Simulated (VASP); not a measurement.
VASP ran on this input.

KPOINTS:
```
Automatic mesh
0
Gamma
4 4 4
0 0 0
```

POSCAR:
```
SnO
1
    3.8000000000     0.0000000000     0.0000000000
    0.0000000000     3.8000000000     0.0000000000
    0.0000000000     0.0000000000     4.8400000000
Sn O
2 2
Direct
  0.5000000000   0.0000000000   0.7620000000
  0.0000000000   0.5000000000   0.2380000000
  0.5000000000   0.5000000000   0.0000000000
  0.0000000000   0.0000000000   0.0000000000
```

**INCAR**
```
SYSTEM = SnO
PREC = Normal; ENCUT = 500; LREAL = .FALSE.
LASPH = .TRUE.
EDIFF = 1E-8; NELM = 100; ALGO = Normal
ISMEAR = 0; SIGMA = 0.01
GGA = PE
LWAVE = .TRUE.; LCHARG = .FALSE.
```

POTCAR, in this order: Sn_d_GW O_GW_new (PBE.64 set). Program: vasp_std.

Q: Translate this PBE calculation to Ansatz.

A: One equivalent input (not run):
Ansatz 0.2 input:
```yaml
crystal:
  lattice:
    - [3.8000000, 0.0000000, 0.0000000]
    - [0.0000000, 3.8000000, 0.0000000]
    - [0.0000000, 0.0000000, 4.8400000]
  atoms:
    - { symbol: Sn, position: [0.5000000, 0.0000000, 0.7620000] }
    - { symbol: Sn, position: [0.0000000, 0.5000000, 0.2380000] }
    - { symbol: O, position: [0.5000000, 0.5000000, 0.0000000] }
    - { symbol: O, position: [0.0000000, 0.0000000, 0.0000000] }
kpoints:
  mp_grid: { grid: [4, 4, 4] }
hamiltonian:
  xc: pbe
  pseudopotentials: { kind: paw }
scf:
  occupations: { method: gaussian, width: 0.01 }
  max_iter: 100
output: { forces: true, stress: true, eigenvalues: true }
```
What does not carry over: each code has its own PAW files, so the cut-off isn't converted (ENCUT is set for VASP's; basis.ecutwfc is left out, and Ansatz then takes the one that its files recommend); Ansatz stops its SCF on the density residual and VASP on the energy change (EDIFF).

The compound is SnO in the litharge structure. The cell was not relaxed at this level.
